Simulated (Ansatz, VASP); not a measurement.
## Cross-check of CaO (Lime) between VASP and Ansatz

Wanted: the spread between two codes on one cell, functional and k mesh. The cell is taken from a series of runs on this material, whose earlier steps may have relaxed, scaled, displaced or heated it; both programs get it as it stands.

Calculated with Ansatz 0.2.0; plane waves, with VASP 6.6.1 beside it; zone-centre phonons at PBE.

**1. The starting structure**

The structure is cubic, space group Fm-3m (No. 225). The conventional cell has a = 4.664 Å, b = 4.664 Å, c = 4.664 Å, α = 90.00°, β = 90.00°, γ = 90.00°. O has 6 Ca at 2.33 Å nearest. Nearest to Ca lie 6 O at 2.33 Å. Farther neighbours and most contacts between anions are not listed.

**2. VASP: zone-centre phonons, PBE, pair 1**

Second derivatives magnify differences that forces hide, and they need a tight electronic threshold.

Lines of VASP's logs that name or quote its potential files are left out, and so is its time.

Input file INCAR:

```
SYSTEM = CaO
PREC = Accurate
ENCUT = 600
EDIFF = 1E-08
NELM = 120
ISMEAR = 0
SIGMA = 0.01
LREAL = .FALSE.
ALGO = Normal
GGA = PE
NBANDS = 14
LORBIT = 11
LWAVE = .FALSE.
LCHARG = .FALSE.
ISIF = 2
IBRION = 8
LEPSILON = .TRUE.
LASPH = .TRUE.
GGA_COMPAT = .FALSE.
EFERMI = MIDGAP
KPAR = 2
```

Input file POSCAR:

```
CaO
1.0
    0.0000000000      2.3320454955      2.3320454955
    2.3320454955      0.0000000000      2.3320454955
    2.3320454955      2.3320454955      0.0000000000
O Ca
1 1
Direct
    0.5000000000      0.5000000000      0.5000000000
    0.0000000000      0.0000000000      0.0000000000
```

Input file KPOINTS:

```
Automatic mesh
0
Gamma
8 8 8
0 0 0
```

PAW data sets: O and Ca_sv (PBE family, release 64).

The run is started by

```bash
> mpirun -np 2 vasp_std
```

Numbers of over 12 decimals in the logs are rounded to 6 here.

Log:

```text
[banner, memory and clock lines left out]
running    2 mpi-ranks, on    1 nodes
 distrk:  each k-point on    1 cores,    2 groups
 distr:  one band on    1 cores,    1 groups

 POSCAR found type information on POSCAR O Ca
 POSCAR found :  2 types and       2 ions
 LDA part: xc-table for (Slater+PW92), standard interpolation
 POSCAR, INCAR and KPOINTS ok, starting setup
 FFT: planning ... GRIDC
 FFT: planning ... GRID_SOFT
 FFT: planning ... GRID
 WAVECAR not read
 entering main loop
       N       E                     dE             d eps       ncg     rms          rms(c)
DAV:   1     0.138444970312E+03    0.13844E+03   -0.93637E+03   812   0.132E+03
DAV:   2    -0.819253078841E+01   -0.14664E+03   -0.13764E+03  1016   0.331E+02
DAV:   3    -0.142262327639E+02   -0.60337E+01   -0.59899E+01   906   0.686E+01
DAV:   4    -0.144143182520E+02   -0.18809E+00   -0.18796E+00  1194   0.108E+01
DAV:   5    -0.144165965686E+02   -0.22783E-02   -0.22783E-02   914   0.114E+00    0.861E+00
DAV:   6    -0.127281634672E+02    0.16884E+01   -0.54737E+00   876   0.239E+01    0.338E+00
DAV:   7    -0.126838290056E+02    0.44334E-01   -0.49871E-01   980   0.739E+00    0.175E+00
DAV:   8    -0.126811434835E+02    0.26855E-02   -0.70127E-02   976   0.290E+00    0.348E-01
DAV:   9    -0.126801205969E+02    0.10229E-02   -0.82159E-03   972   0.757E-01    0.120E-01
DAV:  10    -0.126807381989E+02   -0.61760E-03   -0.90318E-04   856   0.339E-01    0.513E-02
DAV:  11    -0.126807103163E+02    0.27883E-04   -0.11143E-04  1022   0.123E-01    0.550E-03
DAV:  12    -0.126807108950E+02   -0.57861E-06   -0.12305E-05   846   0.343E-02    0.303E-03
DAV:  13    -0.126807107388E+02    0.15619E-06   -0.83655E-07  1108   0.790E-03    0.960E-04
DAV:  14    -0.126807106696E+02    0.69163E-07   -0.56464E-08   922   0.331E-03    0.133E-04
DAV:  15    -0.126807106648E+02    0.48071E-08   -0.42491E-09   482   0.613E-04
   1 F= -.12680711E+02 E0= -.12680711E+02  d E =0.000000E+00
 Linear response reoptimize wavefunctions to high precision
DAV:   1    -0.126807106666E+02   -0.18415E-08   -0.14953E-09   782   0.256E-04
DAV:   2    -0.126807106666E+02   -0.11141E-10   -0.69822E-11   430   0.714E-05
 Linear response G [H, r] |phi>, progress :
  Direction:   1
       N       E                     dE             d eps       ncg     rms
RMM:   1    -0.556709261349E+02   -0.55671E+02    0.59849E+02  1443   0.163E+02
RMM:   2    -0.574125920684E+02   -0.17417E+01   -0.10218E+01  1340   0.290E+01
RMM:   3    -0.582884966468E+02   -0.87590E+00   -0.55580E+00  1672   0.891E+00
RMM:   4    -0.584380485686E+02   -0.14955E+00   -0.10696E+00  1849   0.333E+00
RMM:   5    -0.584848911554E+02   -0.46843E-01   -0.21309E-01  1855   0.132E+00
RMM:   6    -0.584912154911E+02   -0.63243E-02   -0.43542E-02  1894   0.590E-01
RMM:   7    -0.584928116512E+02   -0.15962E-02   -0.10092E-02  1900   0.259E-01
RMM:   8    -0.584930723275E+02   -0.26068E-03   -0.62379E-04  1816   0.113E-01
RMM:   9    -0.584931446420E+02   -0.72315E-04   -0.24090E-03  1850   0.520E-02
RMM:  10    -0.584931526196E+02   -0.79776E-05   -0.19013E-03  1806   0.246E-02
RMM:  11    -0.584931560043E+02   -0.33847E-05    0.22648E-04  1785   0.123E-02
RMM:  12    -0.584931573495E+02   -0.13452E-05   -0.27805E-03  1682   0.583E-03
RMM:  13    -0.584931572426E+02    0.10688E-06    0.22618E-04  1640   0.315E-03
RMM:  14    -0.584931572359E+02    0.67352E-08   -0.20891E-04  1521   0.163E-03
[...]
RMM:  19    -0.584931575781E+02   -0.21841E-07   -0.11852E-05   887   0.210E-04
RMM:  20    -0.584931574221E+02    0.15601E-06    0.38448E-05   836   0.177E-04
RMM:  21    -0.584931574672E+02   -0.45051E-07    0.38120E-06   782   0.156E-04
RMM:  22    -0.584931573799E+02    0.87310E-07    0.18627E-05   729   0.144E-04
RMM:  23    -0.584931573666E+02    0.13248E-07    0.42242E-06   695   0.136E-04
RMM:  24    -0.584931573402E+02    0.26445E-07    0.15331E-05   667   0.133E-04
RMM:  25    -0.584931573188E+02    0.21415E-07    0.25955E-06   642   0.130E-04
RMM:  26    -0.584931572767E+02    0.42040E-07    0.17778E-05   619   0.128E-04
 Linear response G [H, r] |phi>, progress :
  Direction:   2
       N       E                     dE             d eps       ncg     rms
RMM:   1    -0.519616285414E+02   -0.51962E+02    0.60530E+02  1416   0.162E+02
RMM:   2    -0.526905391028E+02   -0.72891E+00   -0.83560E+00  1335   0.276E+01
RMM:   3    -0.531821399744E+02   -0.49160E+00   -0.29343E+00  1661   0.806E+00
RMM:   4    -0.532836471965E+02   -0.10151E+00   -0.56119E-01  1850   0.285E+00
RMM:   5    -0.533109468440E+02   -0.27300E-01   -0.12235E-01  1871   0.114E+00
[...]
RMM:   3    -0.202147513347E+00    0.41389E-02   -0.13229E-02  2996   0.844E-01    0.382E-01
RMM:   4    -0.210477622060E+00   -0.83301E-02   -0.65697E-03  3199   0.674E-01    0.118E-01
RMM:   5    -0.216162037954E+00   -0.56844E-02   -0.22962E-03  3506   0.299E-01    0.260E-02
RMM:   6    -0.216956007132E+00   -0.79397E-03   -0.56708E-04  3691   0.117E-01    0.140E-02
RMM:   7    -0.217217894101E+00   -0.26189E-03   -0.10623E-04  3680   0.492E-02    0.584E-03
RMM:   8    -0.217264274375E+00   -0.46380E-04   -0.24036E-05  3742   0.222E-02    0.111E-03
RMM:   9    -0.217265360156E+00   -0.10858E-05   -0.74656E-06  3833   0.100E-02    0.116E-03
[...]
RMM:  17    -0.217262788817E+00    0.39242E-08   -0.11322E-07  2042   0.619E-05    0.954E-06
 change of polarisation eV/A/(eV/A) component  2 :     0.038     0.398    -0.003
 dielectric tensor                  component  2 :     0.269     3.840    -0.023
 Linear response to external field, progress :
  Direction:   3
       N       E                     dE             d eps       ncg     rms          rms(c)
RMM:   1    -0.195982834140E+00   -0.19598E+00   -0.50659E-01  3459   0.416E+00
RMM:   2    -0.206295772082E+00   -0.10313E-01   -0.35308E-02  3037   0.936E-01    0.726E-01
RMM:   3    -0.202136351728E+00    0.41594E-02   -0.13123E-02  2992   0.845E-01    0.382E-01
RMM:   4    -0.210475284662E+00   -0.83389E-02   -0.65795E-03  3200   0.675E-01    0.118E-01
RMM:   5    -0.216164066626E+00   -0.56888E-02   -0.23081E-03  3514   0.300E-01    0.260E-02
RMM:   6    -0.216951797228E+00   -0.78773E-03   -0.57262E-04  3696   0.118E-01    0.140E-02
RMM:   7    -0.217213900636E+00   -0.26210E-03   -0.10751E-04  3688   0.496E-02    0.634E-03
RMM:   8    -0.217261494362E+00   -0.47594E-04   -0.22499E-05  3741   0.225E-02    0.153E-03
RMM:   9    -0.217266850889E+00   -0.53565E-05   -0.84443E-06  3839   0.102E-02    0.100E-03
RMM:  10    -0.217270890152E+00   -0.40393E-05   -0.12454E-05  3720   0.550E-03    0.149E-03
RMM:  11    -0.217260810571E+00    0.10080E-04   -0.78250E-06  3689   0.296E-03    0.392E-04
RMM:  12    -0.217261763101E+00   -0.95253E-06   -0.43986E-06  3686   0.137E-03    0.224E-04
RMM:  13    -0.217262674304E+00   -0.91120E-06   -0.25586E-06  3710   0.686E-04    0.908E-05
RMM:  14    -0.217262815549E+00   -0.14124E-06   -0.12319E-06  3648   0.357E-04    0.208E-05
RMM:  15    -0.217262912139E+00   -0.96590E-07   -0.74699E-07  2934   0.174E-04    0.212E-05
RMM:  16    -0.217262806379E+00    0.10576E-06   -0.33630E-07  2428   0.950E-05    0.111E-05
RMM:  17    -0.217262814538E+00   -0.81585E-08   -0.17700E-07  2082   0.624E-05    0.975E-06
 change of polarisation eV/A/(eV/A) component  3 :     0.003     0.028     0.398
 dielectric tensor                  component  3 :     0.024     0.198     3.840
 Linear response DOF=           2
 Linear response progress:
  Degree of freedom:   1/  2
       N       E                     dE             d eps       ncg     rms          rms(c)
RMM:   1    -0.369803519268E+00   -0.36980E+00    0.23714E-01  3336   0.351E+00
RMM:   2    -0.360942617805E+00    0.88609E-02   -0.75621E-03  2842   0.684E-01    0.123E-01
RMM:   3    -0.362596180885E+00   -0.16536E-02   -0.19470E-03  2969   0.212E-01    0.663E-02
RMM:   4    -0.364844116348E+00   -0.22479E-02   -0.90294E-04  2928   0.156E-01    0.199E-02
RMM:   5    -0.365002921308E+00   -0.15880E-03   -0.19356E-04  3373   0.538E-02    0.371E-03
RMM:   6    -0.364984705646E+00    0.18216E-04   -0.37395E-05  3456   0.197E-02    0.145E-03
RMM:   7    -0.364979795887E+00    0.49098E-05   -0.78634E-06  3596   0.812E-03    0.597E-04
RMM:   8    -0.364982604086E+00   -0.28082E-05    0.19918E-06  3617   0.339E-03    0.200E-04
RMM:   9    -0.364981110401E+00    0.14937E-05   -0.20395E-06  3686   0.147E-03    0.648E-05
RMM:  10    -0.364981095259E+00    0.15142E-07   -0.24476E-06  3857   0.665E-04    0.556E-05
RMM:  11    -0.364981694858E+00   -0.59960E-06   -0.18637E-07  3546   0.359E-04    0.389E-05
RMM:  12    -0.364981258258E+00    0.43660E-06   -0.63351E-07  3572   0.194E-04    0.930E-06
RMM:  13    -0.364981336463E+00   -0.78204E-07   -0.49401E-09  3710   0.913E-05    0.519E-06
RMM:  14    -0.364981389952E+00   -0.53489E-07   -0.19969E-07  3759   0.467E-05    0.213E-06
RMM:  15    -0.364981374363E+00    0.15589E-07    0.35356E-08  3671   0.242E-05    0.278E-06
RMM:  16    -0.364981390603E+00   -0.16240E-07   -0.66516E-08  3562   0.139E-05    0.153E-06
RMM:  17    -0.364981399872E+00   -0.92693E-08   -0.20190E-09  3448   0.851E-06    0.521E-07
 first order change of Fermi-energy   0.12321E-03
 force on displaced ion       1 direction 1 :  -4.778   0.000   0.000
 Born effective charge ion    1 direction 1 :  -2.392   0.000   0.000
 Linear response progress:
  Degree of freedom:   2/  2
       N       E                     dE             d eps       ncg     rms          rms(c)
RMM:   1    -0.440640828043E+00   -0.44064E+00    0.66738E-01  1872   0.113E+01
RMM:   2    -0.388242950428E+00    0.52398E-01   -0.62584E-02  2580   0.247E+00    0.180E-01
RMM:   3    -0.389292516585E+00   -0.10496E-02   -0.18043E-02  3350   0.729E-01    0.126E-01
RMM:   4    -0.390018460936E+00   -0.72594E-03   -0.37326E-03  3652   0.302E-01    0.723E-02
RMM:   5    -0.390185220560E+00   -0.16676E-03   -0.53447E-04  3609   0.135E-01    0.142E-02
RMM:   6    -0.390235449038E+00   -0.50228E-04   -0.21657E-04  3697   0.646E-02    0.137E-02
RMM:   7    -0.390238828839E+00   -0.33798E-05   -0.48298E-05  3742   0.299E-02    0.915E-03
RMM:   8    -0.390209151590E+00    0.29677E-04   -0.22266E-05  3738   0.170E-02    0.114E-03
RMM:   9    -0.390205512765E+00    0.36388E-05   -0.22942E-05  3918   0.890E-03    0.146E-03
RMM:  10    -0.390205596207E+00   -0.83442E-07   -0.19657E-05  3994   0.566E-03    0.138E-03
RMM:  11    -0.390202266524E+00    0.33297E-05   -0.26873E-06  3731   0.438E-03    0.368E-05
RMM:  12    -0.390202859015E+00   -0.59249E-06    0.15997E-08  4032   0.309E-03    0.531E-05
RMM:  13    -0.390203295408E+00   -0.43639E-06    0.17205E-06  4053   0.246E-03    0.723E-05
RMM:  14    -0.390202449542E+00    0.84587E-06    0.27720E-06  3740   0.209E-03    0.138E-04
[...]
RMM:  18    -0.390205885037E+00   -0.53381E-06    0.28730E-06  3506   0.121E-03    0.514E-06
RMM:  19    -0.390205803934E+00    0.81102E-07    0.26917E-06  3713   0.105E-03    0.260E-05
RMM:  20    -0.390206012876E+00   -0.20894E-06    0.26453E-06  3541   0.937E-04    0.241E-05
RMM:  21    -0.390205739365E+00    0.27351E-06    0.25330E-06  3129   0.854E-04    0.615E-05
RMM:  22    -0.390205758225E+00   -0.18861E-07    0.24858E-06  3849   0.746E-04    0.737E-05
RMM:  23    -0.390205889193E+00   -0.13097E-06    0.23566E-06  3297   0.676E-04    0.742E-05
RMM:  24    -0.390205918161E+00   -0.28968E-07    0.22864E-06  3610   0.604E-04    0.827E-05
RMM:  25    -0.390205976503E+00   -0.58341E-07    0.21451E-06  3441   0.547E-04    0.872E-05
 first order change of Fermi-energy  -0.47436E-03
 force on displaced ion       2 direction 1 :  -4.810   0.000   0.000
 Born effective charge ion    2 direction 1 :   2.390   0.000   0.000
 Born effective charges drift removed
 Linear response finished
```

Parts of OUTCAR (step 2):

```text
ion  position               nearest neighbor table
   1  0.500  0.500  0.500-   2 2.33   2 2.33   2 2.33   2 2.33   2 2.33   2 2.33
   2  0.000  0.000  0.000-   1 2.33   1 2.33   1 2.33   1 2.33   1 2.33   1 2.33

  LATTYP: Found a face centered cubic cell.
 ALAT       =     4.6640909910

 Subroutine GETGRP returns: Found 48 space group operations
 (whereof 48 operations were pure point group operations)

The static configuration has the point symmetry O_h .

 Found     29 irreducible k-points:

   k-points           NKPTS =     29   k-points in BZ     NKDIM =     29   number of bands    NBANDS=     14

   dimension x,y,z NGX =    28 NGY =   28 NGZ =   28
   dimension x,y,z NGXF=    56 NGYF=   56 NGZF=   56

   ENCUT  =  600.0 eV  44.10 Ry    6.64 a.u.   6.59  6.59  6.59*2*pi/ulx,y,z

   NELECT =      16.0000    total number of electrons

 k-points in reciprocal lattice and weights: Automatic mesh
   0.00000000  0.00000000  0.00000000       0.002
   0.12500000  0.00000000  0.00000000       0.016
   0.25000000  0.00000000  0.00000000       0.016
   0.37500000  0.00000000  0.00000000       0.016
   0.50000000  0.00000000  0.00000000       0.008
   0.12500000  0.12500000  0.00000000       0.012
   0.25000000  0.12500000  0.00000000       0.047
   0.37500000  0.12500000  0.00000000       0.047
   0.50000000  0.12500000  0.00000000       0.047
[...]
-0.37500000  0.50000000  0.12500000       0.023
  -0.25000000  0.50000000  0.25000000       0.012

 average (electrostatic) potential at core
       1 -69.6553       2 -42.9890

  Total        2.3306742      2.3306742      2.3306742     -0.0000000      0.0000000      0.0000000
  in kB      147.2146756    147.2146756    147.2146756     -0.0000000      0.0000000      0.0000000
  external PRESSURE =     147.2146756 kB  Pullay stress =       0.0000000 kB

  energy-cutoff  :      600.00
  volume of cell :       25.37
      direct lattice vectors                 reciprocal lattice vectors
     0.000000000  2.332045496  2.332045496    -0.214404050  0.214404050  0.214404050
     2.332045496  0.000000000  2.332045496     0.214404050 -0.214404050  0.214404050
     2.332045496  2.332045496  0.000000000     0.214404050  0.214404050 -0.214404050

 POSITION                                       TOTAL-FORCE (eV/Angst)
 -----------------------------------------------------------------------------------
      2.33205      2.33205      2.33205         0.000000     -0.000000     -0.000000
      0.00000      0.00000      0.00000        -0.000000      0.000000      0.000000
 -----------------------------------------------------------------------------------
    total drift:                                0.000000      0.000000      0.000000

 MACROSCOPIC STATIC DIELECTRIC TENSOR (including local field effects in DFT)
 ------------------------------------------------------
           3.840261     0.000000    -0.000000
           0.000000     3.840261    -0.000000
           0.000000     0.000000     3.840261
 ------------------------------------------------------

 PIEZOELECTRIC TENSOR (including local field effects)  for field in x, y, z        (C/m^2)
          XX          YY          ZZ          XY          YZ          ZX
  --------------------------------------------------------------------------------
  x     0.00000     0.00000     0.00000     0.00000     0.00000     0.00000
  y     0.00000     0.00000     0.00000     0.00000     0.00000     0.00000
  z     0.00000     0.00000     0.00000     0.00000     0.00000     0.00000

 BORN EFFECTIVE CHARGES (including local field effects) (in |e|, cummulative output)
 ---------------------------------------------------------------------------------
 ion    1
    1    -2.39156     0.00000     0.00000
    2    -0.00000    -2.39156     0.00000
    3     0.00000     0.00000    -2.39156
 ion    2
    1     2.39156    -0.00000     0.00000
    2     0.00000     2.39156     0.00000
    3     0.00000     0.00000     2.39156

 Eigenvectors and eigenvalues of the dynamical matrix
 ----------------------------------------------------

   1 f  =   10.114818 THz    63.553274 2PiTHz  337.394004 cm-1    41.831506 meV
             X         Y         Z           dx          dy          dz
      2.332045  2.332045  2.332045    -0.000000   -0.844579    0.000000
      0.000000  0.000000  0.000000    -0.000000    0.535432    0.000000

   2 f  =   10.114818 THz    63.553274 2PiTHz  337.394004 cm-1    41.831506 meV
             X         Y         Z           dx          dy          dz
      2.332045  2.332045  2.332045     0.844579    0.000000    0.000000
      0.000000  0.000000  0.000000    -0.535432    0.000000    0.000000

   3 f  =   10.114818 THz    63.553274 2PiTHz  337.394004 cm-1    41.831506 meV
             X         Y         Z           dx          dy          dz
      2.332045  2.332045  2.332045     0.000000    0.000000    0.844579
      0.000000  0.000000  0.000000     0.000000    0.000000   -0.535432

   4 f/i=    0.015335 THz     0.096353 2PiTHz    0.511525 cm-1     0.063421 meV
             X         Y         Z           dx          dy          dz
      2.332045  2.332045  2.332045    -0.482567   -0.231983    0.000000
      0.000000  0.000000  0.000000    -0.761191   -0.365926    0.000000

   5 f/i=    0.015335 THz     0.096353 2PiTHz    0.511525 cm-1     0.063421 meV
             X         Y         Z           dx          dy          dz
      2.332045  2.332045  2.332045    -0.231983    0.482567    0.000000
      0.000000  0.000000  0.000000    -0.365926    0.761191    0.000000

   6 f/i=    0.015335 THz     0.096353 2PiTHz    0.511525 cm-1     0.063421 meV
             X         Y         Z           dx          dy          dz
      2.332045  2.332045  2.332045     0.000000    0.000000   -0.535432
      0.000000  0.000000  0.000000     0.000000    0.000000   -0.844579

 MACROSCOPIC STATIC DIELECTRIC TENSOR IONIC CONTRIBUTION
 ------------------------------------------------------
           8.511642    -0.000000     0.000000
          -0.000000     8.511642     0.000000
           0.000000     0.000000     8.511642
 ------------------------------------------------------

 ELASTIC MODULI CONTR FROM IONIC RELAXATION (kBar)
 Direction    XX          YY          ZZ          XY          YZ          ZX
 --------------------------------------------------------------------------------
 XX           0.0000      0.0000      0.0000      0.0000      0.0000      0.0000
 YY           0.0000      0.0000      0.0000      0.0000      0.0000      0.0000
 ZZ           0.0000      0.0000      0.0000      0.0000      0.0000      0.0000
 XY           0.0000      0.0000      0.0000      0.0000      0.0000      0.0000
 YZ           0.0000      0.0000      0.0000      0.0000      0.0000      0.0000
 ZX           0.0000      0.0000      0.0000      0.0000      0.0000      0.0000
 --------------------------------------------------------------------------------

 PIEZOELECTRIC TENSOR IONIC CONTR  for field in x, y, z        (C/m^2)
          XX          YY          ZZ          XY          YZ          ZX
  --------------------------------------------------------------------------------
  x     0.00000     0.00000     0.00000     0.00000     0.00000     0.00000
  y     0.00000     0.00000     0.00000     0.00000     0.00000     0.00000
  z     0.00000     0.00000     0.00000     0.00000     0.00000     0.00000
```

The gap is read on the k-mesh alone, so it is an upper bound where the band edges lie off the mesh. Energies printed during the response cycles are not total energies of the cell.

[end of part 1 of 2]

[Lines on the potential files, build, host, timing and source positions are cut from VASP's logs without a mark.]

[Logs are printed without paths, hosts, clocks, repeated set-up lines and the standing remarks that a program may print on its own settings, such as how far it seeks lower states.]

[Hosts, paths, dates, database ids (printed as entryN), source tags and the programs' standing remarks are cut or masked in the printed files.]
